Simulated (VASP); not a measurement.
Data:

```
CELL_PARAMETERS angstrom
      0.00000     2.41991     2.41991
      2.41991     0.00000     2.41991
      2.41991     2.41991     0.00000
ATOMIC_POSITIONS crystal
  Be 0.00000 0.00000 0.00000
  Se 0.25000 0.25000 0.25000
```

The numbers are results of PBEsol GGA, VASP's PBE PAW potentials (set 64) (plane waves; VASP 6.6.1), not measurements. Numerical set-up: 500 eV cut-off, 9×9×9 Γ-centred mesh, Gaussian smearing of 0.050 eV, potentials Be Se.

Problem. Predict the energy per atom (σ→0), pressure.

Solution. 
```json
{
 "energy per atom (σ→0)": "-4.577 eV/atom",
 "pressure": "19.89 GPa"
}
```

Only differences to runs with the same potentials and settings are physical.

The compound is BeSe in the zinc blende structure. It was relaxed first under an external pressure of 20 GPa.
